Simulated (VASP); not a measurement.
A VASP calculation is set up with these files.

KPOINTS:
```
Automatic
0
Gamma
7 7 4
```

**INCAR**
```
! general
SYSTEM =ZnS
PREC   =Accurate
ENCUT  =300   ! plane-wave cut-off (eV)
LREAL  =F
LASPH  =T   ! aspherical one-centre terms

! electronic loop
EDIFF  =1E-6   ! SCF stop (eV)
NELM   =100   ! most electronic steps
ALGO   =Normal   ! blocked Davidson
LMAXMIX=4   ! l cut-off of mixed one-centre charges

! smearing
ISMEAR =-1
SIGMA  =0.05

! functional
GGA    =PE   ! PBE

! ions
ISIF   =2   ! forces and stress, cell fixed

! output
LWAVE  =F
LCHARG =F
```

**POSCAR**
```
ZnS
1
    3.7620330000     0.0000000000     0.0000000000
   -1.8810170000     3.2580160000     0.0000000000
    0.0000000000     0.0000000000     6.1662430000
Zn S
2 2
Direct
  0.3333330000   0.6666670000   0.0001400000
  0.6666670000   0.3333330000   0.5001400000
  0.3333330000   0.6666670000   0.3748600000
  0.6666670000   0.3333330000   0.8748600000
```

POTCAR, in this order: Zn S (PBE.64 set). Program: vasp_std.

**Question.** Write an equivalent input for Quantum ESPRESSO's pw.x.

**Answer.** One equivalent input (not run):
```
&CONTROL
  calculation = 'scf'
  pseudo_dir = './pseudo'
  outdir = './out'
  tprnfor = .true.
  tstress = .true.
/
&SYSTEM
  ibrav = 0
  nat = 4
  ntyp = 2
  ecutwfc = 84
  occupations = 'smearing'
  smearing = 'fermi-dirac'
  degauss = 0.003675
  input_dft = 'pbe'
/
&ELECTRONS
  conv_thr = 7.3e-08
  electron_maxstep = 100
/
ATOMIC_SPECIES
  Zn 65.380 Zn.upf
  S 32.060 S.upf
CELL_PARAMETERS angstrom
     3.7620330    0.0000000    0.0000000
    -1.8810170    3.2580160    0.0000000
     0.0000000    0.0000000    6.1662430
ATOMIC_POSITIONS crystal
  Zn   0.3333330  0.6666670  0.0001400
  Zn   0.6666670  0.3333330  0.5001400
  S    0.3333330  0.6666670  0.3748600
  S    0.6666670  0.3333330  0.8748600
K_POINTS automatic
  7 7 4 0 0 0
```
Limits of the translation: the potentials are each code's own (VASP's PAW set, PseudoDojo norm-conserving files in pw.x), so ENCUT and ecutwfc are chosen apart and not converted; conv_thr bounds pw.x's estimated SCF error, while EDIFF bounds the energy change between steps.

The structure comes from a computed database's ZnS entry; how it stands against other phases isn't given here. The cell was not relaxed at this level. The run is one of a series of settings (KPOINTS 7×7×4 Γ-centred mesh against the base run), some of them coarse on purpose.
